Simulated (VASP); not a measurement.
Energy against volume of InSb (zinc blende). All values below come from PBE GGA with D3 dispersion (zero damping), VASP's PBE PAW potentials (set 64) (plane waves; VASP 6.6.1).

| V (Å³/atom) | E (eV/atom) |
|---|---|
| 33.391 | -3.67636 |
| 34.457 | -3.69079 |
| 35.522 | -3.69542 |
| 36.588 | -3.69181 |
| 37.654 | -3.68126 |

Task: Fit a third-order Birch-Murnaghan equation of state.

Result: 
```
Quantity                                        Result
---------------------------------------  -------------
volume per atom                          35.56 Å³/atom
bulk modulus                                  41.0 GPa
pressure derivative of the bulk modulus           4.76
lattice constant a                             6.577 Å
```

Measured: bulk modulus 46.1 GPa at 0 K (computed value off by -11.0 %), as given by Daniel Mejia-Rodriguez et al., Physical Review B (2018), arXiv:1807.09216 [0 K value with the zero-point phonon effect removed]; a 6.468 Å at 0 K (computed value off by +1.7 %), as given by Daniel Mejia-Rodriguez et al., Physical Review B (2018), arXiv:1807.09216 [static lattice: zero-point anharmonic expansion removed].

The compound is InSb in the zinc blende structure. It was relaxed first.
